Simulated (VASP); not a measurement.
Crystal: InSb.

```
In Sb
1.0
     0.00000    3.23910    3.23910
     3.23910    0.00000    3.23910
     3.23910    3.23910    0.00000
In Sb
1 1
Direct
  0.00000 0.00000 0.00000
  0.25000 0.25000 0.25000
```

Base run:

* Program: VASP 6.6.1
* Functional: PBE
* Potentials or basis: VASP PAW PBE potentials, release 64 (In_d, Sb)
* Cutoff: 520 eV
* k mesh: 8 × 8 × 8
* Occupations: fermi-dirac, width 0.05 eV
* Spin: no spin polarisation

Its results: band gap on the k mesh none (metal or under the smearing width); pressure 3.1 GPa.

Task: The run is repeated on the same cell with these changes: functional from PBE to PBEsol. What comes out?

Result: Band gap on the k mesh none (metal or under the smearing width); pressure 1.0 GPa.

PBEsol binds more tightly than PBE, so the same cell stands under less pressure.

Caveats: this crystal is a semiconductor, whose small gap the functional closes, so the metal is an error of the method; the PAW data sets were made with another functional, which shifts forces and pressure a little (some runs).

Not every run made on this cell is shown here.
